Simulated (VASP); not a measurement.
Data:

```
CELL_PARAMETERS angstrom
      1.56001    -2.70202     0.00000
      1.56001     2.70202     0.00000
      0.00000     0.00000     4.99454
ATOMIC_POSITIONS crystal
  Al 0.66667 0.33333 0.50002
  Al 0.33333 0.66667 0.00002
  N  0.66667 0.33333 0.88198
  N  0.33333 0.66667 0.38198
```

All values below come from vdW-DF-cx, VASP's PBE PAW potentials (set 64) (plane waves; VASP). Numerical set-up: 520 eV cut-off, 9×9×5 Γ-centred mesh, tetrahedra with Blöchl corrections, potentials Al N.

Problem. Estimate the energy per atom (σ→0), band gap (on the k-mesh) with the smallest direct gap where there is one.

Solution. 
```json
{
 "band gap (on the k-mesh)": "4.16 eV",
 "smallest direct gap (on the k-mesh)": "4.16 eV",
 "energy per atom (σ→0)": "-6.316 eV/atom"
}
```

Total energies compare only between runs with the same potentials, cut-off and functional.

The compound is AlN in the wurtzite structure. It was relaxed first.
